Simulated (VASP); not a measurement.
Data:

```
CELL_PARAMETERS angstrom
      0.00000     1.76037     1.76037
      1.76037     0.00000     1.76037
      1.76037     1.76037     0.00000
ATOMIC_POSITIONS crystal
  C  0.00000 0.00000 0.00000
  C  0.25000 0.25000 0.25000
```

Calculation: PBEsol GGA, VASP's PBE PAW potentials (set 64) (plane waves; VASP). Run with 520 eV cut-off, 13×13×13 Γ-centred mesh, Gaussian smearing of 0.050 eV, potentials C.

What does the run give for the energy per atom (σ→0), pressure?

The energy per atom (σ→0) is -9617 meV/atom and the pressure comes out as 14.53 GPa.

Only differences to runs with the same potentials and settings are physical.

The compound is C in the diamond structure. This cell is one point of a volume scan, at 0.97 of the reference volume.
